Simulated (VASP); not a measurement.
Method: PBE GGA, VASP's PBE PAW potentials (set 64) (plane waves; VASP 6.6.1).

A VASP calculation is set up with these files.

KPOINTS:
```
Regular mesh
0
Gamma
 13 13 6
0 0 0
```

### INCAR
```
SYSTEM = TiB
PREC = Accurate; ENCUT = 520; LREAL = F
LASPH = T
EDIFF = 1E-7; NELM = 100; ALGO = Normal
LMAXMIX = 4
ISMEAR = -5
GGA = PE
ISIF = 2
LWAVE = F; LCHARG = T; LORBIT = 11
NEDOS = 601
LEFG = T
```

### POSCAR
```
TiB
3.1044140
  0.9999998490   0.0000000000   0.0000000000
 -0.4999999245   0.8660252770   0.0000000000
  0.0000000000   0.0000000000   1.8942763638
Ti B
2 2
direct
  0.0000000000   0.0000000000   0.0000000000
  0.0000000000   0.0000000000   0.5000000000
  0.3333330000   0.6666670000   0.2500000000
  0.6666670000   0.3333330000   0.7500000000
```

POTCAR, in this order: Ti_sv B (PBE.64 set). Program: vasp_std.

What VASP printed:

**OSZICAR**
```
       N       E                     dE             d eps       ncg     rms          rms(c)
DAV:   1     0.306836515516E+03    0.30684E+03   -0.15496E+04  3192   0.183E+03
DAV:   2     0.320076947923E+00   -0.30652E+03   -0.30086E+03  3216   0.501E+02
DAV:   3    -0.346927459172E+02   -0.35013E+02   -0.33899E+02  6001   0.144E+02
DAV:   4    -0.363288170305E+02   -0.16361E+01   -0.16238E+01  3864   0.297E+01
DAV:   5    -0.364243752651E+02   -0.95558E-01   -0.95405E-01  4918   0.612E+00    0.196E+01
DAV:   6    -0.291297944346E+02    0.72946E+01   -0.63056E+01  4026   0.666E+01    0.571E+00
DAV:   7    -0.288376278568E+02    0.29217E+00   -0.69320E+00  4049   0.219E+01    0.376E+00
DAV:   8    -0.288656704326E+02   -0.28043E-01   -0.27188E-01  4315   0.487E+00    0.110E+00
DAV:   9    -0.288721925719E+02   -0.65221E-02   -0.64670E-02  4636   0.228E+00    0.282E-01
DAV:  10    -0.288731607931E+02   -0.96822E-03   -0.36191E-03  4532   0.586E-01    0.363E-02
DAV:  11    -0.288731583627E+02    0.24304E-05   -0.28216E-04  4468   0.162E-01    0.304E-02
DAV:  12    -0.288731550215E+02    0.33412E-05   -0.22841E-05  3829   0.451E-02    0.823E-03
DAV:  13    -0.288731524249E+02    0.25966E-05   -0.31055E-06  4957   0.158E-02    0.132E-03
DAV:  14    -0.288731539050E+02   -0.14801E-05   -0.44789E-07  3386   0.368E-03    0.779E-04
DAV:  15    -0.288731535041E+02    0.40086E-06   -0.68459E-08  2175   0.305E-03    0.244E-04
DAV:  16    -0.288731534357E+02    0.68415E-07   -0.21300E-08  2130   0.128E-03
   1 F= -.28873153E+02 E0= -.28873153E+02  d E =0.000000E+00
```

OUTCAR:
```
------------------------ aborting loop because EDIFF is reached ----------------------------------------
  FORCE on cell =-STRESS in cart. coord.  units (eV):
  Direction    XX          YY          ZZ          XY          YZ          ZX
  --------------------------------------------------------------------------------------
  Total       -0.0048797     -0.0048797      0.1352999      0.0000000     -0.0000000      0.0000000
  in kB       -0.1592908     -0.1592908      4.4166751      0.0000000     -0.0000000      0.0000000
  external PRESSURE =       1.3660312 kB  Pullay stress =       0.0000000 kB
  volume of cell :       49.08
      direct lattice vectors                 reciprocal lattice vectors
     3.104413531  0.000000000  0.000000000     0.322122034  0.185977242  0.000000000
    -1.552206766  2.688500994  0.000000000     0.000000000  0.371954484  0.000000000
     0.000000000  0.000000000  5.880618064     0.000000000  0.000000000  0.170050153
 POSITION                                       TOTAL-FORCE (eV/Angst)
 -----------------------------------------------------------------------------------
      0.00000      0.00000      0.00000         0.000000     -0.000000      0.000000
      0.00000      0.00000      2.94031         0.000000     -0.000000      0.000000
     -0.00000      1.79233      1.47015        -0.000000      0.000000      0.000000
      1.55221      0.89617      4.41046         0.000000     -0.000000     -0.000000
 -----------------------------------------------------------------------------------
    total drift:                                0.000000     -0.000000      0.000000
  FREE ENERGIE OF THE ION-ELECTRON SYSTEM (eV)
  ---------------------------------------------------
  free  energy   TOTEN  =       -28.8731534357 eV

  energy  without entropy=      -28.8731534357  energy(sigma->0) =      -28.87315344

 total charge

# of ion       s       p       d       tot
------------------------------------------
    1        2.216   6.190   1.894  10.300
    2        2.216   6.190   1.894  10.300
    3        0.766   1.010   0.000   1.776
    4        0.766   1.010   0.000   1.776
--------------------------------------------------
tot          5.964  14.400   3.789  24.153
```
(Selected blocks of OUTCAR.)

For a metal the tetrahedron method with Blöchl corrections gives inexact stress and forces.

The structure was generated: TiB was put into the NiAs type type (P6_3/mmc), which need not be its known phase. It was relaxed first, which changed the volume by -31 %.
